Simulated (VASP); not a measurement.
Computed with MS2 meta-GGA, VASP's PBE PAW potentials (set 64) (plane waves; VASP 6.6.1).

The input files of a VASP run:

**KPOINTS**
```
Automatic mesh
0
Gamma
6 6 6
0 0 0
```

File POSCAR:
```
KI
1
    0.0000000000     3.5350000000     3.5350000000
    3.5350000000     0.0000000000     3.5350000000
    3.5350000000     3.5350000000     0.0000000000
K I
1 1
Direct
  0.0000000000   0.0000000000   0.0000000000
  0.5000000000   0.5000000000   0.5000000000
```

INCAR:
```
SYSTEM  =  KI
PREC  =  Accurate; ENCUT  =  520; LREAL  =  F
LASPH  =  T
EDIFF  =  1E-6; NELM  =  100; ALGO  =  Normal
LMAXMIX  =  4; LMIXTAU  =  T
ISMEAR  =  0; SIGMA  =  0.05
METAGGA  =  MS2
IBRION  =  2; NSW  =  60; ISIF  =  3
EDIFFG  =  -0.01
LWAVE  =  F; LCHARG  =  F
```

POTCAR, in this order: K_sv I (PBE.64 set). Program: vasp_std.

The run wrote:

**OSZICAR**
```
       N       E                     dE             d eps       ncg     rms          rms(c)
DAV:   1     0.783417527101E+02    0.78342E+02   -0.62568E+03   384   0.107E+03
DAV:   2    -0.695430506415E+01   -0.85296E+02   -0.81254E+02   480   0.246E+02
DAV:   3    -0.125109961448E+02   -0.55567E+01   -0.54925E+01   604   0.557E+01
DAV:   4    -0.127855729994E+02   -0.27458E+00   -0.26974E+00   532   0.108E+01
DAV:   5    -0.127912983209E+02   -0.57253E-02   -0.57128E-02   520   0.152E+00    0.678E+00
DAV:   6    -0.582372844304E+01    0.69676E+01   -0.12354E+01   592   0.206E+01    0.353E+00
DAV:   7    -0.646273723516E+01   -0.63901E+00   -0.18192E+00   432   0.148E+01    0.241E+00
DAV:   8    -0.755217587774E+01   -0.10894E+01   -0.11533E+00   392   0.144E+01    0.179E+00
DAV:   9    -0.639674479477E+01    0.11554E+01   -0.70777E-01   384   0.110E+01    0.110E+00
DAV:  10    -0.633905928866E+01    0.57686E-01   -0.37991E-01   384   0.822E+00    0.668E-01
DAV:  11    -0.641117961786E+01   -0.72120E-01   -0.11897E-01   392   0.411E+00    0.449E-01
DAV:  12    -0.641778268316E+01   -0.66031E-02   -0.16200E-02   708   0.163E+00    0.206E-01
DAV:  13    -0.641935431386E+01   -0.15716E-02   -0.79810E-03   396   0.107E+00    0.149E-01
DAV:  14    -0.642001709571E+01   -0.66278E-03   -0.68662E-03   388   0.111E+00    0.924E-02
DAV:  15    -0.642011853100E+01   -0.10144E-03   -0.60821E-04   476   0.282E-01    0.452E-02
DAV:  16    -0.642005688914E+01    0.61642E-04   -0.53549E-04   596   0.247E-01    0.491E-02
DAV:  17    -0.642003951121E+01    0.17378E-04   -0.81900E-06   696   0.275E-02    0.456E-02
DAV:  18    -0.642004636988E+01   -0.68587E-05   -0.35560E-07   332   0.779E-03    0.469E-02
DAV:  19    -0.642007649932E+01   -0.30129E-04   -0.53343E-05   420   0.840E-02    0.221E-02
DAV:  20    -0.642007212194E+01    0.43774E-05   -0.95553E-05   584   0.103E-01    0.890E-03
DAV:  21    -0.642007566923E+01   -0.35473E-05   -0.18808E-06   344   0.194E-02    0.817E-03
DAV:  22    -0.642007168398E+01    0.39852E-05   -0.60054E-07   316   0.118E-02    0.271E-03
DAV:  23    -0.642007259125E+01   -0.90727E-06   -0.12000E-06   280   0.129E-02
   1 F= -.64200726E+01 E0= -.64200726E+01  d E =-.642007E+01
       N       E                     dE             d eps       ncg     rms          rms(c)
DAV:   1    -0.642580724298E+01   -0.57356E-02   -0.12768E-01   400   0.394E+00    0.502E-01
DAV:   2    -0.642153372162E+01    0.42735E-02   -0.96157E-03   520   0.973E-01    0.182E-01
DAV:   3    -0.642048752363E+01    0.10462E-02   -0.27725E-03   440   0.541E-01    0.112E-01
DAV:   4    -0.642038072630E+01    0.10680E-03   -0.15760E-03   392   0.525E-01    0.120E-01
DAV:   5    -0.642045758609E+01   -0.76860E-04   -0.15605E-03   392   0.464E-01    0.758E-02
DAV:   6    -0.642059571072E+01   -0.13812E-03   -0.56014E-04   392   0.332E-01    0.941E-03
DAV:   7    -0.642059184935E+01    0.38614E-05   -0.53064E-05   456   0.765E-02    0.194E-02
DAV:   8    -0.642059149959E+01    0.34976E-06   -0.18075E-05   404   0.513E-02    0.509E-03
DAV:   9    -0.642059098561E+01    0.51398E-06   -0.58725E-06   408   0.301E-02
   2 F= -.64205910E+01 E0= -.64205910E+01  d E =-.518394E-03
       N       E                     dE             d eps       ncg     rms          rms(c)
DAV:   1    -0.642425795901E+01   -0.36665E-02   -0.86205E-02   392   0.323E+00    0.409E-01
DAV:   2    -0.642138112755E+01    0.28768E-02   -0.64711E-03   520   0.799E-01    0.149E-01
DAV:   3    -0.642065798378E+01    0.72314E-03   -0.18581E-03   432   0.449E-01    0.917E-02
DAV:   4    -0.642059120732E+01    0.66776E-04   -0.10742E-03   392   0.429E-01    0.980E-02
DAV:   5    -0.642053863382E+01    0.52574E-04   -0.11327E-03   392   0.389E-01    0.602E-02
DAV:   6    -0.642074516135E+01   -0.20653E-03   -0.39521E-04   392   0.271E-01    0.856E-03
DAV:   7    -0.642074395369E+01    0.12077E-05   -0.38343E-05   436   0.640E-02    0.160E-02
DAV:   8    -0.642074453011E+01   -0.57642E-06   -0.12606E-05   412   0.429E-02    0.463E-03
DAV:   9    -0.642074398524E+01    0.54486E-06   -0.33811E-06   408   0.226E-02
   3 F= -.64207440E+01 E0= -.64207440E+01  d E =-.671394E-03
```

File OUTCAR:
```
------------------------ aborting loop because EDIFF is reached ----------------------------------------
  FORCE on cell =-STRESS in cart. coord.  units (eV):
  Direction    XX          YY          ZZ          XY          YZ          ZX
  --------------------------------------------------------------------------------------
  Total        0.0039935      0.0039935      0.0039935      0.0000000      0.0000000     -0.0000000
  in kB        0.0714790      0.0714790      0.0714790      0.0000000      0.0000000     -0.0000000
  external PRESSURE =       0.0714790 kB  Pullay stress =       0.0000000 kB
  volume of cell :       89.51
      direct lattice vectors                 reciprocal lattice vectors
    -0.000000000  3.550460604  3.550460604    -0.140826799  0.140826799  0.140826799
     3.550460604  0.000000000  3.550460604     0.140826799 -0.140826799  0.140826799
     3.550460604  3.550460604  0.000000000     0.140826799  0.140826799 -0.140826799
  FREE ENERGIE OF THE ION-ELECTRON SYSTEM (eV)
  ---------------------------------------------------
  free  energy   TOTEN  =        -6.4207439852 eV

  energy  without entropy=       -6.4207439852  energy(sigma->0) =       -6.42074399

 reached required accuracy - stopping structural energy minimisation
```
(Selected blocks of OUTCAR.)

**CONTCAR**
```
KI
   1.00000000000000
    -0.0000000000000000    3.5504606035056137    3.5504606035056137
     3.5504606035056137    0.0000000000000000    3.5504606035056137
     3.5504606035056137    3.5504606035056137    0.0000000000000000
  K               I
     1     1
Direct
     0.0000000000000000    0.0000000000000000    0.0000000000000000
     0.5000000000000000    0.5000000000000000    0.5000000000000000
```

The compound is KI in the rock salt structure. This run relaxes it. Symmetry was kept, so distortions that lower it aren't found.
